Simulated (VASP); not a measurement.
Level of theory: PBEsol GGA, VASP's PBE PAW potentials (set 64) (plane waves; VASP).

VASP input:

### KPOINTS
```
K-points
0
G
10 10 10
0 0 0
```

File POSCAR:
```
ZrC
1
    0.0000000000     2.3500000000     2.3500000000
    2.3500000000     0.0000000000     2.3500000000
    2.3500000000     2.3500000000     0.0000000000
Zr C
1 1
Direct
  0.0000000000   0.0000000000   0.0000000000
  0.5000000000   0.5000000000   0.5000000000
```

INCAR:
```
# general
SYSTEM  = ZrC
PREC    = Accurate
ENCUT   = 400
LREAL   = F
LASPH   = T

# electronic loop
EDIFF   = 1E-6
NELM    = 100
ALGO    = Normal
LMAXMIX = 4

# smearing
ISMEAR  = -1
SIGMA   = 0.136

# functional
GGA     = PS

# ions
ISIF    = 2

# output
LWAVE   = F
LCHARG  = F
```

POTCAR, in this order: Zr_sv C (PBE.64 set). Program: vasp_std.

Problem. What will the output report for the number of irreducible k-points (NKPTS), largest plane-wave count, number of space-group operations, FFT grid (NGX, NGY, NGZ)?

Solution. 
* **number of irreducible k-points (NKPTS)**: 47
* **largest plane-wave count**: 495
* **number of space-group operations**: 48
* **FFT grid (NGX, NGY, NGZ)**: 24 × 24 × 24

The structure is a typed ZrC crystal (Fm-3m). The cell was not relaxed at this level.
